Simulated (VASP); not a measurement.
Consider the following.

```
CELL_PARAMETERS angstrom
      0.00000     2.96758     2.96758
      2.96758     0.00000     2.96758
      2.96758     2.96758     0.00000
ATOMIC_POSITIONS crystal
  Ru 0.00000 0.00000 0.00000
  Si 0.25000 0.25000 0.25000
```

Method: PBEsol GGA, VASP's PBE PAW potentials (set 64) (plane waves; VASP). Numerical set-up: 400 eV cut-off, 10×10×10 Γ-centred mesh, first-order Methfessel-Paxton smearing of 0.10 eV, potentials Ru_pv Si.

Energy and stress use the plane-wave basis of the starting cell.

Question: The ions, cell shape and volume are relaxed. What does this cell relax into?

Answer: 
```
CELL_PARAMETERS angstrom
      0.00000     2.63065     2.63065
      2.63065     0.00000     2.63065
      2.63065     2.63065     0.00000
ATOMIC_POSITIONS crystal
  Ru 0.00000 0.00000 0.00000
  Si 0.25000 0.25000 0.25000
```
Space group F-43m (216), at a tolerance of 0.03 Å.

Question: How do energy and volume change from the first to the last step?

Answer: The energy (σ→0) changes by -767.3 meV/atom and the volume by -30.3 %, in 7 ionic steps.

The structure was generated: RuSi was put into the zinc blende type (F-43m), which need not be its known phase. This run relaxes it. Symmetry was kept, so distortions that lower it aren't found.
